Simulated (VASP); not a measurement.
## MoS2 with PBEsol: from relaxation to properties

What structure does MoS2 take at this level, and what are its properties? The steps: full relaxation (PBEsol), single point with fields (PBEsol), band structure (PBEsol), total and projected DOS (PBEsol), vibrations at Γ (PBEsol) and independent-particle dielectric function (PBEsol). The start is a cell from a database of measured crystal structures.

Calculated with VASP 6.6.1; PBEsol; plane waves and PAW (Mo_sv, S).

## Step 1: The structure

Before any relaxation, the start is as follows. It takes space group R3m (No. 160, trigonal). The conventional cell has a = 3.160 Å, b = 3.160 Å, c = 18.450 Å, α = 90.00°, β = 90.00°, γ = 120.00°. Mo has 6 S at 2.39 Å nearest. Nearest to S lie 3 Mo at 2.39 Å. S has 3 Mo at 2.39 Å nearest. Farther neighbours and most contacts between anions are not listed.

## Step 2: Full relaxation (PBEsol)

The start need not lie at this functional's minimum. ISIF = 3 frees volume, shape and positions, and EDIFFG sets the threshold on forces and stress at which the search stops. PBEsol restores the gradient expansion of exchange and is tuned for the cells of solids.

The input, INCAR:

```
SYSTEM = MoS2
PREC = Accurate
ENCUT = 400
EDIFF = 1E-06
NELM = 100
ISMEAR = 0
SIGMA = 0.05
LREAL = .FALSE.
ALGO = Normal
GGA = PS
NBANDS = 19
LASPH = .TRUE.
LORBIT = 11
LWAVE = .FALSE.
LCHARG = .FALSE.
KPAR = 2
IBRION = 2
NSW = 60
ISIF = 3
EDIFFG = -0.01
```

The input, POSCAR:

```
MoS2
1.0
    1.5800000000      2.7366402759      0.0000000000
   -1.5800000000      2.7366402759      0.0000000000
    0.0000000000     -1.8244268506      6.1500000000
Mo S
1 2
Direct
    0.0000000000      0.0000000000      0.0000000000
    0.2500000000      0.2500000000      0.7500000000
    0.4170000000      0.4170000000      0.2510000000
```

The input, KPOINTS:

```
Automatic mesh
0
Gamma
7 7 7
0 0 0
```

The projector-augmented-wave data sets are Mo_sv and S (PBE family, release 64).

Launch:

```
mpirun -np 2 vasp_std
```

Output:

```text
[banner, memory and clock lines left out]
running    2 mpi-ranks, on    1 nodes
 distrk:  each k-point on    1 cores,    2 groups
 distr:  one band on    1 cores,    1 groups

 POSCAR found type information on POSCAR MoS
 POSCAR found :  2 types and       3 ions
|                                                                             |
|               ----> ADVICE to this user running VASP <----                  |
|                                                                             |
|     You enforced a specific xc type in the INCAR file but a different       |
|     [... a line on the potential file left out ...]
|     I HOPE YOU KNOW WHAT YOU ARE DOING!                                     |
|                                                                             |

 LDA part: xc-table for (Slater+PW92), standard interpolation
 POSCAR, INCAR and KPOINTS ok, starting setup
 FFT: planning ... GRIDC
 FFT: planning ... GRID_SOFT
 FFT: planning ... GRID
 WAVECAR not read
 entering main loop
       N       E                     dE             d eps       ncg     rms          rms(c)
DAV:   1     0.146042334081E+03    0.14604E+03   -0.11834E+04  1712   0.106E+03
DAV:   2    -0.195273252656E+02   -0.16557E+03   -0.16234E+03  2186   0.290E+02
DAV:   3    -0.248369845794E+02   -0.53097E+01   -0.52714E+01  2014   0.490E+01
DAV:   4    -0.248951643148E+02   -0.58180E-01   -0.58150E-01  2127   0.552E+00
DAV:   5    -0.248958842458E+02   -0.71993E-03   -0.71990E-03  2026   0.580E-01    0.260E+01
DAV:   6    -0.237927863619E+02    0.11031E+01   -0.99446E+00  1773   0.201E+01    0.892E+00
DAV:   7    -0.235518109795E+02    0.24098E+00   -0.35942E+00  1720   0.113E+01    0.600E+00
DAV:   8    -0.234437917287E+02    0.10802E+00   -0.52878E-01  1913   0.465E+00    0.177E+00
DAV:   9    -0.234440842209E+02   -0.29249E-03   -0.23633E-02  2081   0.937E-01    0.636E-01
DAV:  10    -0.234427992683E+02    0.12850E-02   -0.10030E-02  1870   0.699E-01    0.137E-01
DAV:  11    -0.234427787704E+02    0.20498E-04   -0.57768E-04  1888   0.175E-01    0.460E-02
DAV:  12    -0.234427627232E+02    0.16047E-04   -0.66663E-05  1906   0.518E-02    0.185E-02
DAV:  13    -0.234427724362E+02   -0.97129E-05   -0.16553E-05  1852   0.231E-02    0.723E-03
DAV:  14    -0.234427725017E+02   -0.65496E-07   -0.89312E-07  1223   0.602E-03
   1 F= -.23442773E+02 E0= -.23442773E+02  d E =-.234428E+02
 curvature:   0.00 expect dE= 0.000E+00 dE for cont linesearch  0.000E+00
 trial: gam= 0.00000 g(F)=  0.514E-02 g(S)=  0.102E-01 ort = 0.000E+00 (trialstep = 0.100E+01)
 search vector abs. value=  0.154E-01
 bond charge predicted
       N       E                     dE             d eps       ncg     rms          rms(c)
DAV:   1    -0.234860572868E+02   -0.43285E-01   -0.15020E+00  1753   0.102E+01    0.125E+00
DAV:   2    -0.234566219295E+02    0.29435E-01   -0.23521E-01  1784   0.285E+00    0.859E-01
DAV:   3    -0.234483382180E+02    0.82837E-02   -0.43329E-02  1925   0.132E+00    0.386E-01
DAV:   4    -0.234459320684E+02    0.24061E-02   -0.85075E-03  1828   0.564E-01    0.209E-01
DAV:   5    -0.234458466360E+02    0.85432E-04   -0.65040E-04  2089   0.161E-01    0.624E-02
DAV:   6    -0.234458394291E+02    0.72069E-05   -0.54876E-05  2012   0.446E-02    0.229E-02
DAV:   7    -0.234458391396E+02    0.28957E-06   -0.13787E-05  1903   0.203E-02    0.683E-03
DAV:   8    -0.234458394316E+02   -0.29207E-06   -0.14278E-06  1229   0.825E-03
   2 F= -.23445839E+02 E0= -.23445839E+02  d E =-.306693E-02
[... from here on, the cycles between the ionic steps are left out ...]
   3 F= -.23447558E+02 E0= -.23447558E+02  d E =-.478525E-02
   4 F= -.23447270E+02 E0= -.23447270E+02  d E =0.287990E-03
   5 F= -.23448454E+02 E0= -.23448454E+02  d E =-.895919E-03
   6 F= -.23448453E+02 E0= -.23448453E+02  d E =-.895669E-03
   7 F= -.23448219E+02 E0= -.23448219E+02  d E =-.660827E-03
   8 F= -.23448452E+02 E0= -.23448452E+02  d E =-.893937E-03
   9 F= -.23448455E+02 E0= -.23448455E+02  d E =-.322159E-05
 trial-energy change:   -0.000003  1 .order   -0.000003   -0.000039    0.000033
 step:   0.4469(harm=  0.4469)  dis= 0.00033  next Energy=   -23.448462 (dE=-0.105E-04)
 bond charge predicted
       N       E                     dE             d eps       ncg     rms          rms(c)
DAV:   1    -0.234484578243E+02   -0.20628E-05   -0.13327E-03  1672   0.371E-01    0.128E-02
DAV:   2    -0.234484624109E+02   -0.45866E-05   -0.52944E-05  1789   0.596E-02    0.451E-03
DAV:   3    -0.234484622607E+02    0.15021E-06   -0.69860E-07  1429   0.656E-03
  10 F= -.23448462E+02 E0= -.23448462E+02  d E =-.105686E-04
 curvature:  -0.23 expect dE=-0.153E-05 dE for cont linesearch -0.308E-08
 trial: gam= 0.00175 g(F)=  0.218E-07 g(S)=  0.669E-05 ort =-0.806E-06 (trialstep = 0.747E+00)
 search vector abs. value=  0.671E-05
 reached required accuracy - stopping structural energy minimisation
```

It took 31 s on 2 MPI ranks of Intel Xeon 6975P-C (Granite Rapids), shared host; peak memory 0.33 GiB.

The logs omit lines about the potential files and the build; timing stands in the text.

OUTCAR, selected parts (step 2):

```text
ion  position               nearest neighbor table
   1  0.000  0.000  0.000-   2 2.39   2 2.39   2 2.39   3 2.39   3 2.39   3 2.39
   2  0.250  0.250  0.750-   1 2.39   1 2.39   1 2.39
   3  0.417  0.417  0.251-   1 2.39   1 2.39   1 2.39

  LATTYP: Found a trigonal (rhomboedric) cell.
 ALAT       =     6.4149071181
 COS(alpha) =     0.8786713335

 Subroutine GETGRP returns: Found  6 space group operations
 (whereof  6 operations were pure point group operations)

The static configuration has the point symmetry C_3v.

 Found     44 irreducible k-points:

   k-points           NKPTS =     44   k-points in BZ     NKDIM =     44   number of bands    NBANDS=     19

   dimension x,y,z NGX =    24 NGY =   24 NGZ =   42
   dimension x,y,z NGXF=    48 NGYF=   48 NGZF=   84

   ENCUT  =  400.0 eV  29.40 Ry    5.42 a.u.   5.15  5.15 10.46*2*pi/ulx,y,z

   NELECT =      26.0000    total number of electrons

 k-points in reciprocal lattice and weights: Automatic mesh
   0.00000000  0.00000000  0.00000000       0.003
   0.14285714 -0.00000000 -0.00000000       0.017
   0.28571429  0.00000000 -0.00000000       0.017
   0.42857143  0.00000000  0.00000000       0.017
   0.14285714  0.14285714 -0.00000000       0.017
   0.28571429  0.14285714 -0.00000000       0.035
   0.42857143  0.14285714  0.00000000       0.035
  -0.42857143  0.14285714  0.00000000       0.035
  -0.28571429  0.14285714  0.00000000       0.035
[...]
0.00000000  0.00000000  0.42857143       0.006
   0.14285714 -0.00000000  0.42857143       0.017

 average (electrostatic) potential at core
       1 -74.3674       2 -84.3869       3 -84.3912

 E-fermi :   7.7991

 k-point     1 :       0.0000    0.0000    0.0000
  band No.  band energies     occupation
    ...
      9       4.2537      2.00000
     10       5.3895      2.00000
     11       5.3895      2.00000
     12       6.2719      2.00000
     13       6.3124      2.00000
     14       9.7054      0.00000
     15       9.7054      0.00000
     16      10.0924      0.00000
     17      10.0924      0.00000
     18      13.1556      0.00000
    ...

 k-point     2 :       0.1429   -0.0000   -0.0000
  band No.  band energies     occupation
    ...
      9       4.4195      2.00000
     10       4.5831      2.00000
     11       4.9324      2.00000
     12       6.2409      2.00000
     13       6.5203      2.00000
     14       9.2282      0.00000
     15       9.6717      0.00000
     16       9.7793      0.00000
     17      10.1802      0.00000
     18      14.4095      0.00000
    ...

 k-point     3 :       0.2857    0.0000   -0.0000
  band No.  band energies     occupation
    ...
      9       3.1288      2.00000
     10       4.1659      2.00000
     11       5.3601      2.00000
     12       5.7126      2.00000
     13       5.8830      2.00000
     14       8.8435      0.00000
     15       9.3377      0.00000
     16      10.4623      0.00000
     17      10.8327      0.00000
     18      14.8006      0.00000
    ...

  Total       -0.0143973     -0.0143973      0.0011819     -0.0000000      0.0000000     -0.0000000
  in kB       -0.4357129     -0.4357129      0.0357673     -0.0000000      0.0000000     -0.0000000
  external PRESSURE =      -0.2785529 kB  Pullay stress =       0.0000000 kB

  energy-cutoff  :      400.00
  volume of cell :       52.94
      direct lattice vectors                 reciprocal lattice vectors
     1.571033367  2.721109612  0.000000000     0.318261859  0.183748570  0.053833228
    -1.571033367  2.721109612  0.000000000    -0.318261859  0.183748570  0.053833228
    -0.000000000 -1.814073075  6.191962545     0.000000000 -0.000000000  0.161499685

 POSITION                                       TOTAL-FORCE (eV/Angst)
 -----------------------------------------------------------------------------------
     -0.00000      0.00000      0.00184         0.000000     -0.000000     -0.000448
     -0.00000     -0.00000      4.63620        -0.000000     -0.000000      0.000499
     -0.00000      1.81407      1.56012         0.000000      0.000000     -0.000051
 -----------------------------------------------------------------------------------
    total drift:                               -0.000000      0.000004      0.000229

  FREE ENERGIE OF THE ION-ELECTRON SYSTEM (eV)
  ---------------------------------------------------
  free  energy   TOTEN  =       -23.4484622607 eV

  energy  without entropy=      -23.4484622607  energy(sigma->0) =      -23.44846226

 reached required accuracy - stopping structural energy minimisation

 total charge
# of ion       s       p       d       tot
------------------------------------------
    1        2.300   6.232   3.994  12.525
    2        1.358   2.325   0.000   3.683
    3        1.359   2.324   0.000   3.683
--------------------------------------------------
tot          5.017  10.880   3.994  19.892

[... 3 further parts left out ...]
```

CONTCAR:

```
MoS2
   1.00000000000000
     1.5710333669875534    2.7211096119506171    0.0000000000000000
    -1.5710333669875534    2.7211096119506171    0.0000000000000000
    -0.0000000000000000   -1.8140730746337448    6.1919625446833599
  Mo              S
     1     2
Direct
     0.0000989741694075    0.0000989741694075    0.0002969225082226
     0.2495816124407329    0.2495816124407329    0.7487448373221990
     0.4173194133898611    0.4173194133898611    0.2519582401695764
```

The gap is read on the k-mesh alone, so it is an upper bound where the band edges lie off the mesh. The bonds form layers, held to each other by dispersion, which PBEsol lacks, so the spacing between them is unreliable. The PAW data sets were made with PBE, which is usual practice but a small mismatch for other functionals. The run keeps the 6 symmetry operations of its start, so it cannot find a distortion of lower symmetry.

Relaxation path:

| step | energy less that of the first step (eV) | largest force (eV/Å) | pressure (GPa) | volume (Å³) |
| --- | --- | --- | --- | --- |
| 1 | 0.0000 | 0.2616 | 0.08 | 53.18 |
| 2 | -0.0031 | 0.2619 | -1.31 | 53.25 |
| 3 | -0.0048 | 0.0691 | -0.83 | 53.22 |
| 4 | -0.0045 | 0.0660 | 0.97 | 52.59 |
| 5 | -0.0057 | 0.0255 | 0.01 | 52.93 |
| 6 | -0.0057 | 0.0257 | 0.03 | 52.93 |
| 7 | -0.0054 | 0.0410 | -0.41 | 53.08 |
| 8 | -0.0057 | 0.0259 | -0.03 | 52.94 |
| 9 | -0.0057 | 0.0209 | -0.02 | 52.94 |
| 10 | -0.0057 | 0.0005 | -0.03 | 52.94 |

| conventional cell, symmetrised | before | after | change |
| --- | --- | --- | --- |
| a (Å) | 3.160 | 3.142 | -0.6 % |
| b (Å) | 3.160 | 3.142 | -0.6 % |
| c (Å) | 18.450 | 18.576 | +0.7 % |
| volume (Å³/atom) | 17.73 | 17.65 | -0.5 % |

Final coordinates:

```cif
data_structure
_symmetry_space_group_name_H-M 'P 1'
_symmetry_Int_Tables_number 1
_cell_length_a 3.1421
_cell_length_b 3.1421
_cell_length_c 6.4522
_cell_angle_alpha 104.092
_cell_angle_beta 104.092
_cell_angle_gamma 60.000
_cell_volume 52.94
loop_
_atom_site_label
_atom_site_type_symbol
_atom_site_fract_x
_atom_site_fract_y
_atom_site_fract_z
_atom_site_occupancy
Mo1 Mo 0.00010 0.00010 0.00030 1
S2 S 0.24958 0.24958 0.74874 1
S3 S 0.41732 0.41732 0.25196 1
```

This step gave:

- electrons: 26
- bands: 19
- irreducible k-points: 44
- symmetry operations: 6
- free energy (TOTEN): -23.45 eV
- Fermi energy: 7.799 eV
- pressure: -0.02786 GPa
- metallic: no
- valence top at k: 0, 0, 0.4286
- conduction bottom at k: -0.1429, 0.1429, 0
- least direct gap at k: -0.2857, 0.2857, 0
- SCF cycles over all ionic steps: 65
- gap on the k-mesh: 1.081 eV
- least direct gap on the k-mesh: 2.195 eV

It ends with forces under 0.001 eV/Å and a pressure of -0.03 GPa. The volume lies -0.5 % from that of the database's start, which holds the thermal and zero-point expansion of its experiment.

(Part 1 of 5 ends here.)

[Lines on the potential files, build, host, timing and source positions are cut from VASP's logs without a mark.]

[Logs are printed without paths, hosts, clocks, repeated set-up lines and the standing remarks that a program may print on its own settings, such as how far it seeks lower states.]

[Hosts, paths, dates, database ids (printed as entryN), source tags and the programs' standing remarks are cut or masked in the printed files.]

[A measured line is paired with the nearest computed mode of its activity, which favours agreement.]
